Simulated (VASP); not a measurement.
Data:

```yaml
crystal:
  lattice:
    - [0.00000, 2.54461, 2.54461]
    - [2.54461, 0.00000, 2.54461]
    - [2.54461, 2.54461, 0.00000]
  atoms:
    - { symbol: Li, position: [0.00000, 0.00000, 0.00000] }
    - { symbol: Cl, position: [0.50000, 0.50000, 0.50000] }
```

Method: vdW-DF-cx, VASP's PBE PAW potentials (set 64) (plane waves; VASP 6.6.1). Run with 520 eV cut-off, Gaussian smearing of 0.050 eV, potentials Li_sv Cl.

Problem. Give the energies of bands 3 to 8 at the high-symmetry points, in eV from the valence-band maximum.

Solution. 
```
band      Γ      X      U      L      W
----  -----  -----  -----  -----  -----
3      0.00  -3.02  -2.60  -2.93  -2.22
4      0.00  -1.16  -1.86  -0.28  -2.22
5      0.00  -1.16  -0.87  -0.28  -1.11
6      6.51   8.01   8.13   6.78   9.73
7     11.88   8.19  10.03   9.56  10.28
8     11.88  12.71  11.62   9.56  10.50
```

The gap is indirect, 6.51 eV, from the valence maximum at K-Γ at 0.86 to the conduction minimum at Γ.

Measured: gap 9.40 eV (computed value off by -2.89 eV), as given by Wei Chen et al., Physical Review Materials (2018), doi:10.1103/physrevmaterials.2.073803.

The compound is LiCl in the rock salt structure. It was relaxed first.
